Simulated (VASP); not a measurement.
VASP input:

**INCAR**
```
LASPH = .True.
SYSTEM = BP
LREAL = .False.
PREC = Accurate
EDIFF = 1E-7
ENCUT = 520   # plane-wave cut-off (eV)
ALGO = Normal   # blocked Davidson
ISIF = 2   # forces and stress, cell fixed
LCHARG = .False.
LWAVE = .False.
ISMEAR = 0   # Gaussian
GGA = 91
SIGMA = 0.05
NELM = 100   # most electronic steps
```

KPOINTS:
```
Automatic mesh
0
Gamma
10 10 10
0 0 0
```

File POSCAR:
```
BP
3.1504110
  0.0000000000   0.7071067600   0.7071067600
  0.7071067600   0.0000000000   0.7071067600
  0.7071067600   0.7071067600   0.0000000000
B P
1 1
Direct
  0.0000000000   0.0000000000   0.0000000000
  0.2500000000   0.2500000000   0.2500000000
```

POTCAR, in this order: B P (PBE.64 set). Program: vasp_std.

Question: Write an equivalent input for Quantum ESPRESSO's pw.x.

Answer: One equivalent input (not run):
```
&CONTROL
  calculation = 'scf'
  pseudo_dir = './pseudo'
  outdir = './out'
  tprnfor = .true.
  tstress = .true.
/
&SYSTEM
  ibrav = 0
  nat = 2
  ntyp = 2
  ecutwfc = 76
  occupations = 'smearing'
  smearing = 'gaussian'
  degauss = 0.003675
  input_dft = 'pw91'
/
&ELECTRONS
  conv_thr = 7.3e-09
  electron_maxstep = 100
/
ATOMIC_SPECIES
  B 10.810 B.upf
  P 30.974 P.upf
CELL_PARAMETERS angstrom
     0.0000000    2.2276769    2.2276769
     2.2276769    0.0000000    2.2276769
     2.2276769    2.2276769    0.0000000
ATOMIC_POSITIONS crystal
  B    0.0000000  0.0000000  0.0000000
  P    0.2500000  0.2500000  0.2500000
K_POINTS automatic
  10 10 10 0 0 0
```
Limits of the translation: the potentials are each code's own (VASP's PAW set, PseudoDojo norm-conserving files in pw.x), so ENCUT and ecutwfc are chosen apart and not converted; conv_thr bounds pw.x's estimated SCF error, while EDIFF bounds the energy change between steps.

The compound is BP in the zinc blende structure. This cell is one point of a volume scan, at 0.94 of the reference volume.
